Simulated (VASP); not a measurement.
Calculation: r2SCAN meta-GGA, VASP's PBE PAW potentials (set 64) (plane waves; VASP).

VASP ran on this input.

### KPOINTS
```
Automatic mesh
0
Gamma
6 6 6
0 0 0
```

### INCAR
```
! general
SYSTEM =CsBr
PREC   =Accurate
ENCUT  =400
LREAL  =.FALSE.   ! projection in real space or not
LASPH  =.TRUE.

! electronic loop
EDIFF  =1E-8   ! SCF stop (eV)
NELM   =100   ! most electronic steps
ALGO   =Normal   ! blocked Davidson
LMAXMIX=4   ! l cut-off of mixed one-centre charges
LMIXTAU=.TRUE.

! smearing
ISMEAR =0   ! Gaussian
SIGMA  =0.05

! functional
METAGGA=R2SCAN

! ions
IBRION =1   ! quasi-Newton
NSW    =30   ! most ionic steps
ISIF   =2   ! forces and stress, cell fixed
EDIFFG =-0.001

! output
LWAVE  =.FALSE.
LCHARG =.FALSE.
```

**POSCAR**
```
CsBr
1
   -0.0000000000     3.6586104188     3.6586104188
    3.6586104188     0.0000000000     3.6586104188
    3.6586104188     3.6586104188    -0.0000000000
Cs Br
1 1
Direct
  1.0000000000   1.0000000000   1.0000000000
  0.5000000000   0.5000000000   0.5000000000
```

POTCAR, in this order: Cs_sv Br (PBE.64 set). Program: vasp_std.

Unless said otherwise, spin-orbit coupling is left out, though it shifts the bands of the heavy elements here.

Question: Predict the energy per atom (σ→0), band gap (on the k-mesh).

Answer: 
| Item | Value |
|---|---|
| energy per atom (σ→0) | -2041.2 kJ/mol of atoms |
| band gap (on the k-mesh) | 4.89 eV |

### OSZICAR
```
...
DAV:  19    -0.423110502205E+02    0.39163E-05   -0.11430E-06   456   0.130E-02    0.136E-03
DAV:  20    -0.423110541724E+02   -0.39519E-05   -0.18064E-06   404   0.173E-02    0.174E-04
DAV:  21    -0.423110541466E+02    0.25793E-07   -0.54175E-08   448   0.271E-03    0.133E-04
DAV:  22    -0.423110543606E+02   -0.21397E-06   -0.56937E-08   396   0.298E-03    0.664E-05
DAV:  23    -0.423110542962E+02    0.64409E-07   -0.21642E-08   304   0.177E-03    0.483E-05
DAV:  24    -0.423110543245E+02   -0.28306E-07   -0.40273E-09   264   0.736E-04    0.496E-05
DAV:  25    -0.423110543150E+02    0.94789E-08   -0.17936E-09   296   0.457E-04
   1 F= -.42311054E+02 E0= -.42311054E+02  d E =-.423111E+02
```

The structure comes from a computed database's CsBr entry (Fm-3m); how it stands against other phases isn't given here. It was relaxed first. The start is the result of an earlier pass.
